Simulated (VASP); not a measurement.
Output of a VASP run:

OSZICAR:
```
       N       E                     dE             d eps       ncg     rms          rms(c)
DAV:   1     0.133719218925E+03    0.13372E+03   -0.13962E+04  1276   0.384E+03
DAV:   2    -0.952908470671E+01   -0.14325E+03   -0.14125E+03  1260   0.509E+02
DAV:   3    -0.290064298541E+02   -0.19477E+02   -0.19318E+02  1396   0.142E+02
DAV:   4    -0.296000118687E+02   -0.59358E+00   -0.59260E+00  1452   0.288E+01
DAV:   5    -0.296098838770E+02   -0.98720E-02   -0.98714E-02  1404   0.383E+00    0.342E+00
DAV:   6    -0.269031453095E+02    0.27067E+01   -0.37048E-01  1532   0.117E+01    0.198E+00
DAV:   7    -0.271400168688E+02   -0.23687E+00   -0.39128E-01  1560   0.896E+00    0.335E-01
DAV:   8    -0.269094096479E+02    0.23061E+00   -0.13039E-01  1382   0.509E+00    0.132E-01
DAV:   9    -0.269011206498E+02    0.82890E-02   -0.47223E-03  1314   0.760E-01    0.117E-01
DAV:  10    -0.269036279134E+02   -0.25073E-02   -0.30363E-03  1606   0.963E-01    0.412E-02
DAV:  11    -0.269040943886E+02   -0.46648E-03   -0.19124E-03  1306   0.551E-01    0.211E-02
DAV:  12    -0.269043727288E+02   -0.27834E-03   -0.14704E-04  1332   0.142E-01    0.170E-02
DAV:  13    -0.269042932564E+02    0.79472E-04   -0.55300E-05  1318   0.911E-02    0.111E-02
DAV:  14    -0.269044069404E+02   -0.11368E-03   -0.40924E-05  1262   0.761E-02    0.453E-03
DAV:  15    -0.269044342418E+02   -0.27301E-04   -0.24229E-05  1272   0.394E-02    0.235E-03
DAV:  16    -0.269044348511E+02   -0.60929E-06   -0.15111E-06  1084   0.139E-02    0.128E-03
DAV:  17    -0.269044355312E+02   -0.68010E-06   -0.15056E-07  1030   0.378E-03    0.109E-03
DAV:  18    -0.269044366918E+02   -0.11607E-05   -0.26259E-07   980   0.504E-03    0.409E-04
DAV:  19    -0.269044370225E+02   -0.33068E-06   -0.75996E-08   954   0.354E-03    0.221E-04
DAV:  20    -0.269044367364E+02    0.28614E-06   -0.13170E-08   634   0.165E-03    0.573E-05
DAV:  21    -0.269044367869E+02   -0.50487E-07   -0.28745E-09   630   0.817E-04
   1 F= -.26904437E+02 E0= -.26904437E+02  d E =0.000000E+00
       N       E                     dE             ncg
       N       E                     dE             ncg
```

**OUTCAR**
```
------------------------ aborting loop because EDIFF is reached ----------------------------------------
  FORCE on cell =-STRESS in cart. coord.  units (eV):
  Direction    XX          YY          ZZ          XY          YZ          ZX
  --------------------------------------------------------------------------------------
  Total        0.0135486      0.0135486      0.0135486     -0.0000000      0.0000000     -0.0000000
  in kB        0.4828934      0.4828934      0.4828934     -0.0000000      0.0000000     -0.0000000
  external PRESSURE =       0.4828934 kB  Pullay stress =       0.0000000 kB
  volume of cell :       44.95
      direct lattice vectors                 reciprocal lattice vectors
     0.000000000  2.822114032  2.822114032    -0.177172146  0.177172146  0.177172146
     2.822114032  0.000000000  2.822114032     0.177172146 -0.177172146  0.177172146
     2.822114032  2.822114032  0.000000000     0.177172146  0.177172146 -0.177172146
 POSITION                                       TOTAL-FORCE (eV/Angst)
 -----------------------------------------------------------------------------------
      0.00000      0.00000      0.00000         0.000000      0.000000      0.000000
      1.41106      1.41106      1.41106        -0.000000     -0.000000     -0.000000
 -----------------------------------------------------------------------------------
    total drift:                                0.000000      0.000000      0.000000
  FREE ENERGIE OF THE ION-ELECTRON SYSTEM (eV)
  ---------------------------------------------------
  free  energy   TOTEN  =       -26.9044367869 eV

  energy  without entropy=      -26.9044367869  energy(sigma->0) =      -26.90443679

 total charge

# of ion       s       p       d       tot
------------------------------------------
    1        1.101   1.298  10.023  12.423
    2        1.101   1.298  10.023  12.423
--------------------------------------------------
tot          2.203   2.596  20.047  24.846
```
(Selected blocks of OUTCAR.)

### POSCAR
```
Ge
1
    0.0000000000     2.8221140317     2.8221140317
    2.8221140317     0.0000000000     2.8221140317
    2.8221140317     2.8221140317     0.0000000000
Ge
2
Direct
  0.0000000000   0.0000000000   0.0000000000
  0.2500000000   0.2500000000   0.2500000000
```

Reconstruct the remaining input files.

Several could match; the one computed here: the input of the run itself, r2SCAN+rVV10, plane waves, VASP's PBE PAW potentials (set 64).

**KPOINTS**
```
Automatic mesh
0
Gamma
 9 9 9
```

### INCAR
```
ALGO = Normal
BPARAM = 11.95
CPARAM = 0.0093
EDIFF = 1E-7
ENCUT = 400
ISIF = 2
ISMEAR = -5
LASPH = T
LCHARG = F
LMAXMIX = 4
LMIXTAU = T
LORBIT = 11
LREAL = F
LUSE_VDW = T
LWAVE = F
METAGGA = R2SCAN
NEDOS = 601
NELM = 100
PREC = Accurate
SYSTEM = Ge
```

KPOINTS_OPT:
```
k-points along high-symmetry lines
10
Line-mode
Reciprocal
  0.000000   0.000000   0.000000 ! GAMMA
  0.500000   0.000000   0.500000 ! X

  0.500000   0.000000   0.500000 ! X
  0.625000   0.250000   0.625000 ! U

  0.375000   0.375000   0.750000 ! K
  0.000000   0.000000   0.000000 ! GAMMA

  0.000000   0.000000   0.000000 ! GAMMA
  0.500000   0.500000   0.500000 ! L

  0.500000   0.500000   0.500000 ! L
  0.500000   0.250000   0.750000 ! W

  0.500000   0.250000   0.750000 ! W
  0.500000   0.000000   0.500000 ! X
```

POTCAR, in this order: Ge_d (PBE.64 set). Program: vasp_std.

The structure comes from a measured Ge entry (Fd-3m) of the Crystallography Open Database, whose conditions weren't checked. It was relaxed first.
